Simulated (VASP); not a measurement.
Output of a VASP run:

File OSZICAR:
```
       N       E                     dE             d eps       ncg     rms          rms(c)
DAV:   1     0.611280272644E+03    0.61128E+03   -0.26974E+04 12600   0.183E+03
DAV:   2     0.196453128841E+01   -0.60932E+03   -0.57315E+03 13622   0.531E+02
DAV:   3    -0.691082950848E+02   -0.71073E+02   -0.69565E+02 15170   0.176E+02
DAV:   4    -0.710736818581E+02   -0.19654E+01   -0.18942E+01 14758   0.286E+01
DAV:   5    -0.711231819264E+02   -0.49500E-01   -0.49412E-01 16344   0.452E+00    0.384E+01
DAV:   6    -0.633178308409E+02    0.78054E+01   -0.15194E+02 14610   0.104E+02    0.355E+01
DAV:   7    -0.579066370324E+02    0.54112E+01   -0.92329E+01 15158   0.991E+01    0.169E+01
DAV:   8    -0.561756721573E+02    0.17310E+01   -0.61673E+00 13914   0.222E+01    0.728E+00
DAV:   9    -0.556750548189E+02    0.50062E+00   -0.23129E+00 16610   0.135E+01    0.204E+00
DAV:  10    -0.556799837755E+02   -0.49290E-02   -0.16968E-01 14142   0.369E+00    0.115E+00
DAV:  11    -0.556766731256E+02    0.33106E-02   -0.19730E-02 16460   0.122E+00    0.537E-01
DAV:  12    -0.556759972298E+02    0.67590E-03   -0.35352E-03 16216   0.464E-01    0.260E-01
DAV:  13    -0.556757887888E+02    0.20844E-03   -0.75564E-04 16094   0.271E-01    0.103E-01
DAV:  14    -0.556757632795E+02    0.25509E-04   -0.15242E-04 15400   0.118E-01    0.420E-02
DAV:  15    -0.556757588494E+02    0.44301E-05   -0.34247E-05 15864   0.460E-02    0.160E-02
DAV:  16    -0.556757579170E+02    0.93239E-06   -0.43252E-06 16098   0.145E-02    0.538E-03
DAV:  17    -0.556757575922E+02    0.32487E-06   -0.54093E-07 13870   0.723E-03    0.197E-03
DAV:  18    -0.556757578906E+02   -0.29846E-06   -0.15114E-07  9984   0.390E-03    0.688E-04
DAV:  19    -0.556757580585E+02   -0.16786E-06   -0.23932E-08  8502   0.116E-03    0.685E-04
DAV:  20    -0.556757580582E+02    0.25739E-09   -0.47881E-09  8202   0.573E-04
   1 F= -.55675758E+02 E0= -.55675758E+02  d E =0.000000E+00  mag=     4.0000
```

### OUTCAR
```
------------------------ aborting loop because EDIFF is reached ----------------------------------------
  FORCE on cell =-STRESS in cart. coord.  units (eV):
  Direction    XX          YY          ZZ          XY          YZ          ZX
  --------------------------------------------------------------------------------------
  Total        0.1031075      0.1031075      0.1209399      0.0000000      0.0000000      0.0000000
  in kB        3.0440391      3.0440391      3.5705052      0.0000000      0.0000000      0.0000000
  external PRESSURE =       3.2195278 kB  Pullay stress =       0.0000000 kB
  volume of cell :       54.27
      direct lattice vectors                 reciprocal lattice vectors
     4.356127746  0.000000000  0.000000000     0.229561679  0.000000000  0.000000000
     0.000000000  4.356127746  0.000000000     0.000000000  0.229561679  0.000000000
     0.000000000  0.000000000  2.859889858     0.000000000  0.000000000  0.349663816
 POSITION                                       TOTAL-FORCE (eV/Angst)
 -----------------------------------------------------------------------------------
      0.00000      0.00000      0.00000         0.000000      0.000000     -0.000000
      2.17806      2.17806      1.42994         0.000000      0.000000     -0.000000
      1.31957      1.31957      0.00000         0.001108      0.001108     -0.000000
      3.49763      0.85849      1.42994         0.001108     -0.001108     -0.000000
      0.85849      3.49763      1.42994        -0.001108      0.001108     -0.000000
      3.03656      3.03656      0.00000        -0.001108     -0.001108      0.000000
 -----------------------------------------------------------------------------------
    total drift:                               -0.000000     -0.000000     -0.000000
  FREE ENERGIE OF THE ION-ELECTRON SYSTEM (eV)
  ---------------------------------------------------
  free  energy   TOTEN  =       -55.6757580582 eV

  energy  without entropy=      -55.6757580582  energy(sigma->0) =      -55.67575806

 total charge

# of ion       s       p       d       tot
------------------------------------------
    1        0.379   6.519   4.133  11.031
    2        0.379   6.519   4.133  11.031
    3        1.562   3.468   0.000   5.030
    4        1.562   3.468   0.000   5.030
    5        1.562   3.468   0.000   5.030
    6        1.562   3.468   0.000   5.030
--------------------------------------------------
tot          7.005  26.910   8.266  42.180

 magnetization (x)

# of ion       s       p       d       tot
------------------------------------------
    1        0.025   0.028   1.935   1.988
    2        0.025   0.028   1.935   1.988
    3       -0.002  -0.025   0.000  -0.027
    4       -0.002  -0.025   0.000  -0.027
    5       -0.002  -0.025   0.000  -0.027
    6       -0.002  -0.025   0.000  -0.027
--------------------------------------------------
tot          0.042  -0.044   3.869   3.867

 Electric field gradients after diagonalization (V/A^2)
 (convention: |V_zz| > |V_xx| > |V_yy|)
----------------------------------------------------------------------
 ion       V_xx      V_yy      V_zz     asymmetry (V_yy - V_xx)/ V_zz
----------------------------------------------------------------------
   1      29.157    13.033   -42.191       0.382
   2      29.157    13.033   -42.191       0.382
   3     -20.340    -2.686    23.026       0.767
   4     -20.340    -2.686    23.026       0.767
   5     -20.340    -2.686    23.026       0.767
   6     -20.340    -2.686    23.026       0.767
```
(Selected blocks of OUTCAR.)

POSCAR:
```
CrO2
1
    4.3561277457     0.0000000000     0.0000000000
   -0.0000000000     4.3561277457     0.0000000000
    0.0000000000     0.0000000000     2.8598898582
Cr O
2 4
Direct
  0.0000000000   1.0000000000   0.0000000000
  0.5000000000   0.5000000000   0.5000000000
  0.3029228866   0.3029228866   0.0000000000
  0.8029228866   0.1970771134   0.5000000000
  0.1970771134   0.8029228866   0.5000000000
  0.6970771134   0.6970771134   1.0000000000
```

Q: Reconstruct the remaining input files.

A: One answer among several that fit: the input of the run itself, LDA (Ceperley-Alder, Perdew-Zunger), plane waves, VASP's LDA PAW potentials (set 64).

### INCAR
```
SYSTEM = CrO2
PREC = Accurate
ENCUT = 520
EDIFF = 1E-7
NELM = 100
ALGO = Normal
LREAL = .FALSE.
LASPH = .TRUE.
ISMEAR = -5
LMAXMIX = 4
ISPIN = 2
MAGMOM = 2.0 2.0 -0.0 -0.0 -0.0 -0.0
LORBIT = 11
LWAVE = .FALSE.
LCHARG = .TRUE.
NEDOS = 601
ISIF = 2
LEFG = .TRUE.
```

### KPOINTS
```
kpoints
0
Gamma
 8 8 12
0 0 0
```

POTCAR, in this order: Cr_pv O (LDA.64 set). Program: vasp_std.

The moments were started parallel, and other spin orders were not tried in this run. For a metal the tetrahedron method with Blöchl corrections gives inexact stress and forces.

The compound is CrO2 in the rutile structure. It was relaxed first.
